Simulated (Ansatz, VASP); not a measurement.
# Cross-check of Al9Co2 (Al9Co2 (P2_1/c)) between VASP and Ansatz, part 2 of 2

Aim: how closely do two programs agree when they are given the same cell, functional and k mesh? The cell is taken from a series of runs on this material, whose earlier steps may have relaxed, scaled, displaced or heated it; both programs get it as it stands.

VASP 6.6.1 and Ansatz 0.2.0.

So far: The starting structure; VASP: relaxation of cell and atoms, PBEsol.

### Step 3. Ansatz: relaxation of cell and atoms, PBEsol

Level of this step: Ansatz beside VASP: Kohn-Sham DFT, plane waves, PBEsol (Ansatz).

Ansatz runs on its PAW soft_1 files.

The same cell, functional, mesh and smearing now go to Ansatz.

input.yaml reads:

```yaml
crystal:
  lattice:
    - [6.141253, 0.0, 0.0]
    - [0.0, 6.228801, 0.0]
    - [-0.7636892, 0.0, 8.4211795]
  atoms:
    - { symbol: Al, position: [0.5, 0.0, 0.5] }
    - { symbol: Al, position: [0.5, 0.5, 0.0] }
    - { symbol: Al, position: [0.09326752, 0.03711818, 0.23333013] }
    - { symbol: Al, position: [0.90673248, 0.53711818, 0.26666987] }
    - { symbol: Al, position: [0.90673248, 0.96288182, 0.76666987] }
    - { symbol: Al, position: [0.09326752, 0.46288182, 0.73333013] }
    - { symbol: Al, position: [0.41237503, 0.71129564, 0.26950934] }
    - { symbol: Al, position: [0.58762497, 0.21129564, 0.23049066] }
    - { symbol: Al, position: [0.58762497, 0.28870436, 0.73049066] }
    - { symbol: Al, position: [0.41237503, 0.78870436, 0.76950934] }
    - { symbol: Al, position: [0.10931618, 0.80816181, 0.50289195] }
    - { symbol: Al, position: [0.89068382, 0.30816181, 0.99710805] }
    - { symbol: Al, position: [0.89068382, 0.19183819, 0.49710805] }
    - { symbol: Al, position: [0.10931618, 0.69183819, 0.00289195] }
    - { symbol: Al, position: [0.28495346, 0.38641187, 0.45695272] }
    - { symbol: Al, position: [0.71504654, 0.88641187, 0.04304728] }
    - { symbol: Al, position: [0.71504654, 0.61358813, 0.54304728] }
    - { symbol: Al, position: [0.28495346, 0.11358813, 0.95695272] }
    - { symbol: Co, position: [0.23605173, 0.38257533, 0.16678283] }
    - { symbol: Co, position: [0.76394827, 0.88257533, 0.33321717] }
    - { symbol: Co, position: [0.76394827, 0.61742467, 0.83321717] }
    - { symbol: Co, position: [0.23605173, 0.11742467, 0.66678283] }
basis:
  ecutwfc: 420
  xc_grid: 2
hamiltonian:
  xc: pbesol
  pseudopotentials: { kind: paw, azcp: { folder: soft_1 }, xc_functional: pbe }
kpoints:
  mp_grid: { grid: [7, 6, 5] }
scf:
  occupations: { method: fermi_dirac, width: 0.05 }
  max_iter: 150
output:
  forces: true
  stress: true
relax:
  f_tol: 0.01
  max_steps: 60
  cell: {}
checkpoint:
  write: "../pbesol.run"
  compress: false
  write_wavefunctions: false
  write_every: 100000
```

On the command line:

```sh
ansatz run input.yaml --threads 4 --pin off --max-ram 6594MiB --backend cpu --events-out ev --progress --plain --runs-dir out
```

Numbers of over 12 decimals in the logs are rounded to 6 here.

Output:

```text
Engine: ansatz 0.2.0, aarch64-unknown-linux-gnu
Pseudopotentials: kind: paw
Pseudopotential: Al, paw, valence charge 3, recommended cutoff 420 eV (normal), soft_1/Al.paw.azcp
Pseudopotential: Co, paw, valence charge 17, recommended cutoff 420 eV (normal), soft_1/Co.paw.azcp
Functional definition: PBEsol
  exchange = pbesol_x
  correlation = pbesol_c
Crystal: 22 atoms, lattice volume = 322.132 Å³
Basis set: ecut = 420 eV, 6299 PW (Γ), exchange–correlation on 90×90×120 points (8 copies of the dense FFT grid, shifted against one another)
Bands: 83, of which v1, the nominal top of the filled ones, is band 61 counted from 1 (60 counted from 0)
Symmetry: 4 space group operations
Space group: P21/c (ITA 14), of the structure as read, at distance tolerance 6.9e-5 Å
k-points: 72 of 210
Non-local potential: Al, projectors of the file, l = 0: 2, l = 1: 2, l = 2: 1
Non-local potential: Co, projectors of the file, l = 0: 3, l = 1: 2, l = 2: 3, l = 3: 1
PAW form: soft (Blöchl's): semilocal exchange-correlation on the pseudo side does not see the compensation charge
PAW frozen core: Al, regenerated for the run's functional, and the local potential with it (the file was generated under x = pbe(κ = 0.804, μ = 0.219515), c = pbe(β = 0.066725))
PAW frozen core: Co, regenerated for the run's functional, and the local potential with it (the file was generated under x = pbe(κ = 0.804, μ = 0.219515), c = pbe(β = 0.066725))
PAW one-centre angular grid: Al, 110 points (default); XC on 64 Gauss nodes
PAW one-centre angular grid: Co, 590 points (default); XC on 64 Gauss nodes
Initial density: superposition of atomic densities (chi_scale 0.1, normalization cell, long waves kept (reshape's long-wave potential 0.01 eV rms))
Initial wavefunctions: pseudopotential atomic-orbital guess
Functional: x = pbesol(κ = 0.804, μ = 0.123457), c = pbesol(β = 0.046)
SCF iter   1: F=—  HF=-29827.589951 eV  |F-HF|=—  |Δ(HF+E_count)|=         —  Δρ=9.33e-2  dr2=4.22e1  ethr=3.10e-3  ⟨swp⟩=6.2  Hψ=24497  notcnv=0  defer=159
preconditioner: auto → Kerker (q_TF=auto, 2.321 Å⁻¹)  [metal: Δε(μ)=0.014 eV  Ē_g=6.735 eV  σ=0.050 eV  W_gap=0.07  n_scr=66 (ndim 8)  ℏωp=19.6 eV  f_vac=0.000  D(μ)=6.18/eV (n_scr^D=34)]
SCF iter   2: F=—  HF=-29823.874952 eV  |F-HF|=—  |Δ(HF+E_count)|=    3.71e0  Δρ=4.16e-2  dr2=1.20e1  ethr=3.10e-3  ⟨swp⟩=2.3  Hψ=9312  notcnv=0  defer=754
SCF iter   3: F=—  HF=-29821.258386 eV  |F-HF|=—  |Δ(HF+E_count)|=    2.62e0  Δρ=1.09e-2  dr2=5.16e-1  ethr=3.10e-3  ⟨swp⟩=2.3  Hψ=9305  notcnv=0  defer=754
SCF iter   4: F=—  HF=-29821.206180 eV  |F-HF|=—  |Δ(HF+E_count)|=   5.22e-2  Δρ=8.47e-3  dr2=1.79e-1  ethr=4.23e-4  ⟨swp⟩=2.2  Hψ=7760  notcnv=0  defer=738
SCF iter   5: F=—  HF=-29821.199256 eV  |F-HF|=—  |Δ(HF+E_count)|=   6.92e-3  Δρ=3.66e-3  dr2=5.42e-2  ethr=1.46e-4  ⟨swp⟩=2.0  Hψ=7486  notcnv=0  defer=738
SCF iter   6: F=—  HF=-29821.194674 eV  |F-HF|=—  |Δ(HF+E_count)|=   4.58e-3  Δρ=2.11e-3  dr2=1.85e-2  ethr=4.44e-5  ⟨swp⟩=1.0  Hψ=5238  notcnv=0  defer=738
SCF iter   7: F=—  HF=-29821.192738 eV  |F-HF|=—  |Δ(HF+E_count)|=   1.94e-3  Δρ=7.02e-4  dr2=1.93e-3  ethr=1.52e-5  ⟨swp⟩=1.0  Hψ=5238  notcnv=0  defer=738
SCF iter   8: F=—  HF=-29821.192552 eV  |F-HF|=—  |Δ(HF+E_count)|=   1.86e-4  Δρ=1.26e-4  dr2=5.91e-5  ethr=1.58e-6  ⟨swp⟩=1.0  Hψ=5280  notcnv=0  defer=738
SCF iter   9: F=—  HF=-29821.192471 eV  |F-HF|=—  |Δ(HF+E_count)|=   8.12e-5  Δρ=1.32e-5  dr2=6.14e-7  ethr=4.84e-8  ⟨swp⟩=1.6  Hψ=6647  notcnv=0  defer=738
SCF iter  10: F=-29821.192471 eV  HF=-29821.192471 eV  |F-HF|=2.32e-8  |Δ(HF+E_count)|=   7.81e-8  Δρ=3.35e-6  dr2=2.87e-8  ethr=8.20e-11  ⟨swp⟩=4.0  Hψ=17369  notcnv=0
SCF 1 converged in 10 iterations: F = -29821.192471 eV  dr2 = 2.87e-8
  greatest PAW one-centre occupation: 1.000 electrons in one spin orbital (limit 2), on the Co atom at site 21 (counted from 0), in its partial waves of l = 1
relax step   1: F+E_penalty+E_count = -29821.19247121 eV  Δ(F+E_penalty+E_count) = +0.000e0 eV  max|allowed force component| = 4.524e-2 eV/Å  Δτ_max = 0.0000 Å  P = +0.725 GPa  Ω = 322.132 Å³  (10 SCF iters, dr2 threshold 1.00e-7 eV, accepted)
[...]
relax step   3: F+E_penalty+E_count = -29821.19930585 eV  Δ(F+E_penalty+E_count) = -3.597e-4 eV  max|allowed force component| = 8.252e-3 eV/Å  Δτ_max = 0.0023 Å  P = -0.020 GPa  Ω = 324.232 Å³  energy of the carried Pulay correction = -4.835e-4 eV  (6 SCF iters, dr2 threshold 1.83e-7 eV, accepted)
[...]
relax step   4: F+E_penalty+E_count = -29821.19978959 eV  Δ(F+E_penalty+E_count) = -4.837e-4 eV  max|allowed force component| = 8.242e-3 eV/Å  Δτ_max = 0.0000 Å  P = -0.018 GPa  Ω = 324.232 Å³  stress off target by 2.64e-2 GPa  SCF on the basis re-selected at this cell (its energy is not comparable with the rows above)  (8 SCF iters)
basis re-selected at this cell: Δ(F+E_penalty+E_count) = -4.837e-4 eV, ΔP = +0.002 GPa vs the last step (what re-selecting the basis moved, of the pressure what is left beyond the Pulay correction that the steps carried, after the strain that the cell walked since its last selection, with what the two solves' SCF thresholds leave and, on support functions, any second-order correction that the steps lacked; it is no m [...]
SCF converged after 8 iterations
Free energy (F): -29821.199790 eV
Harris-Foulkes:  -29821.199790 eV  (|F-HF|=7.28e-12)
Internal energy: -29821.147801 eV  (E = F + TS)
E sigma→0 (E₀):  -29821.173795 eV
Entropy (-TS):   -0.051988 eV (-2.363 meV/atom)
Fermi energy:    9.555957 eV
--- Per-component energies (eV) ---
  E_band       = -1308.042206
  E_kinetic    = 1608.984166
  E_local      = -18485.761628  (includes V_loc(G=0)·N_el)
  E_nonlocal   = 1934.395673
  E_hartree    = 8477.691732
  E_xc         = -1053.122440
  E_vxc        = -1019.028966  (∫ρ·V_xc dr)
  E_paw        = -14389.741841  (= ΣΔE_a)
  E_vpaw       = -2302.014796  (= ΣTr[D̂ρ^β])
  E_aug_tail   = -0.000120  (compensation charges beyond the density's cutoff)
  E_ewald      = -7914.691524
  E_core_change = 1.098181  (= ΣΔE_core)
  E_smearing   = -0.051988  (= −TS)
  E_closure    = 0.000000  (closes the sum)
  Σ components = -29821.199790   (vs F -29821.199790, Δ=0.00e0)
--- Forces (eV/Å), atoms counted from 1 ---
  atom   1  Al     0.00000000     0.00000000    -0.00000000
  atom   2  Al     0.00000000    -0.00000000     0.00000000
  atom   3  Al    -0.00141992    -0.00824249    -0.00091095
  atom   4  Al     0.00141992    -0.00824249     0.00091095
  atom   5  Al     0.00141992     0.00824249     0.00091095
  atom   6  Al    -0.00141992     0.00824249    -0.00091095
  atom   7  Al     0.00049235     0.00195691     0.00325948
  atom   8  Al    -0.00049235     0.00195691    -0.00325948
  atom   9  Al    -0.00049235    -0.00195691    -0.00325948
  atom  10  Al     0.00049235    -0.00195691     0.00325948
  atom  11  Al    -0.00120125    -0.00532269     0.00125693
  atom  12  Al     0.00120125    -0.00532269    -0.00125693
  atom  13  Al     0.00120125     0.00532269    -0.00125693
  atom  14  Al    -0.00120125     0.00532269     0.00125693
  atom  15  Al    -0.00014797     0.00042185    -0.00067216
  atom  16  Al     0.00014797     0.00042185     0.00067216
  atom  17  Al     0.00014797    -0.00042185     0.00067216
  atom  18  Al    -0.00014797    -0.00042185    -0.00067216
  atom  19  Co     0.00337216    -0.00015576    -0.00082682
  atom  20  Co    -0.00337216    -0.00015576     0.00082682
  atom  21  Co    -0.00337216     0.00015576     0.00082682
  atom  22  Co     0.00337216     0.00015576    -0.00082682
  max |Σ_I F_I| component: 8.67e-19 eV/Å
--- Stress (GPa, compression-positive) ---
       -0.008321       0.000000      -0.007988
        0.000000      -0.026415      -0.000000
       -0.007988      -0.000000      -0.018283
  P = ⅓ Tr σ = -0.0177 GPa (-0.177 kbar)
--- Relaxed structure (3 steps of the walk, 3 accepted, 1 SCFs on fresh bases) ---
  F+E_penalty+E_count = -29821.19978959 eV   max|allowed force component| = 8.242e-3 eV/Å   (the final SCF, on the basis selected at the relaxed cell)
  cell:  # Å, volume = 324.2315 Å³
    - [6.151437, 0, 0.00818075]
    - [0, 6.235080, 0]
    - [-0.753738, 0, 8.452498]
  atoms:
    - { symbol: Al, position: [0.500000, 0, 0.500000] }
    - { symbol: Al, position: [0.5, 0.500000, 0.0] }
    - { symbol: Al, position: [0.093762, 0.035577, 0.232552] }
    - { symbol: Al, position: [0.906238, 0.535577, 0.267448] }
    - { symbol: Al, position: [0.906238, 0.964423, 0.767448] }
    - { symbol: Al, position: [0.093762, 0.464423, 0.732552] }
    - { symbol: Al, position: [0.413118, 0.710832, 0.269601] }
    - { symbol: Al, position: [0.586882, 0.210832, 0.230399] }
    - { symbol: Al, position: [0.586882, 0.289168, 0.730399] }
    - { symbol: Al, position: [0.413118, 0.789168, 0.769601] }
    - { symbol: Al, position: [0.109173, 0.808390, 0.502683] }
    - { symbol: Al, position: [0.890827, 0.308390, 0.997317] }
    - { symbol: Al, position: [0.890827, 0.191610, 0.497317] }
    - { symbol: Al, position: [0.109173, 0.691610, 0.00268269] }
    - { symbol: Al, position: [0.285340, 0.386067, 0.456320] }
    - { symbol: Al, position: [0.714660, 0.886067, 0.043680] }
    - { symbol: Al, position: [0.714660, 0.613933, 0.543680] }
    - { symbol: Al, position: [0.285340, 0.113933, 0.956320] }
    - { symbol: Co, position: [0.235970, 0.382315, 0.166560] }
    - { symbol: Co, position: [0.764030, 0.882315, 0.333440] }
    - { symbol: Co, position: [0.764030, 0.617685, 0.833440] }
    - { symbol: Co, position: [0.235970, 0.117685, 0.666560] }
```

Reading the cycles: dr2 is the Hartree energy of the density residual (eV), the measure of convergence; HF is the Harris–Foulkes estimate of the energy, which meets the free energy F at convergence.

### Step 4. Differences

Known differences besides the potentials themselves: the data sets hold 122 valence electrons in Ansatz (on its PAW soft_1 files) and 90 in VASP; the cutoff is 420 eV in Ansatz and 600 eV in VASP; Ansatz makes its cores anew for this functional, VASP keeps those of its PBE data sets; Ansatz adds a Pulay correction to the stress that steers its cell, VASP none. Total energies have different zeros and are not compared.

Compared:

| quantity | Ansatz | VASP | difference |
| --- | --- | --- | --- |
| volume (Å³) | 324.23 | 324.36 | -0.04 % |
| edge a after relaxation, in the typed setting (Å) | 6.151 | 6.152 | +0.00 % |
| edge b after relaxation, in the typed setting (Å) | 6.235 | 6.236 | -0.02 % |
| edge c after relaxation, in the typed setting (Å) | 8.486 | 8.488 | -0.02 % |

### Step 5. Outcome

- difference in volume (relaxation of cell and atoms, PBEsol): -0.040 %

**Reading.** The difference in volume is -0.040 % (relaxation of cell and atoms, PBEsol), within the 1.2 % picked in this series as the mark of a large difference, as far as the stopping tolerances let one tell. The data sets hold unlike numbers of valence electrons (122 in Ansatz and 90 in VASP), so part of the differences comes from the potentials. Such differences can come from data sets, numerical settings and the points named under the comparisons, not from the functional's error against experiment.

[Lines on the potential files, build, host, timing and source positions are cut from VASP's logs without a mark.]

[Logs are printed without paths, hosts, clocks, repeated set-up lines and the standing remarks that a program may print on its own settings, such as how far it seeks lower states.]

[Hosts, paths, dates, database ids (printed as entryN), source tags and the programs' standing remarks are cut or masked in the printed files.]
